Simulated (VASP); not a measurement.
BrH, in a box:

```
Br H
1.0
    11.70158    0.00000    0.00000
     0.00000   12.20158    0.00000
     0.00000    0.00000   12.70158
Br H
1 1
Direct
  0.52678 0.51875 0.45270
  0.47204 0.48880 0.54938
```

Base run:

| Quantity | Value |
| --- | --- |
| Program | VASP 6.6.1 |
| Functional | PBE |
| Potentials or basis | VASP PAW PBE potentials, release 64 (Br, H) |
| Cutoff | 400 eV |
| k mesh | 1 × 1 × 1 |
| Occupations | gaussian, width 0.01 eV |
| Spin | no spin polarisation |

Its results: gap between the frontier levels 5.90 eV.

Question: The run is repeated on the same cell with these changes: functional from PBE to optB86b-vdW. What comes out?

Answer: Gap between the frontier levels 5.76 eV.

